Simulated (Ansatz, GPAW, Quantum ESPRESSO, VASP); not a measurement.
**One structure in several programs: AlNi (Pm-3m, 2 atoms in the cell)**

Self-consistent single point.

```yaml
crystal:
  lattice:
    - [2.86686, 0.00000, 0.00000]
    - [0.00000, 2.86686, 0.00000]
    - [0.00000, 0.00000, 2.86686]
  atoms:
    - { symbol: Al, position: [0.50000, 0.50000, 0.50000] }
    - { symbol: Ni, position: [0.00000, 0.00000, 0.00000] }
```

Shared settings, as Ansatz (a first-principles code) writes them: kpoints.mp_grid.grid = 11 11 11; scf.occupations.method = gaussian; scf.occupations.width = 0.01 Ry. Potentials and cutoffs stand in the table.

| code | model | pressure (GPa) | cutoff |
|---|---|---|---|
| Ansatz | LDA (PW92), default PAW files made with PBE | -6.11 | 30.9 Ry |
| GPAW | LDA (Perdew-Wang 92), GPAW PAW datasets LDA (gpaw-data 1.0.1) | -5.15 | 800 eV |
| Quantum ESPRESSO | LDA (PW92), PseudoDojo standard norm-conserving (LDA) pseudopotentials | -6.51 | 100 Ry |
| VASP | LDA (PZ), VASP's LDA PAW potentials (set 64) | -5.56 | 300 eV |

On Ansatz's run: spin polarisation is off.

The spread over the programs that give each value: pressure within 1.36 GPa.

Ansatz's pressure is given at a fixed set of plane waves, as the other plane-wave codes print theirs; with its correction for the finite basis it is -6.02 GPa. The same LDA comes in different parametrisations, which differ slightly.

VASP's run is marked for a possible Pulay error in its stress at this cutoff; no cutoff test was made.

The starting cell comes from a database of computed structures (which also holds hypothetical and non-ambient phases and stackings), without a prior relaxation at this level. Its lattice was rescaled by a random factor within 2.5 % of one.

Left out of this page: ABINIT, CP2K, Elk, FLEUR and SIESTA (not drawn, or without a comparable value).

Keys are those of Ansatz 0.2.
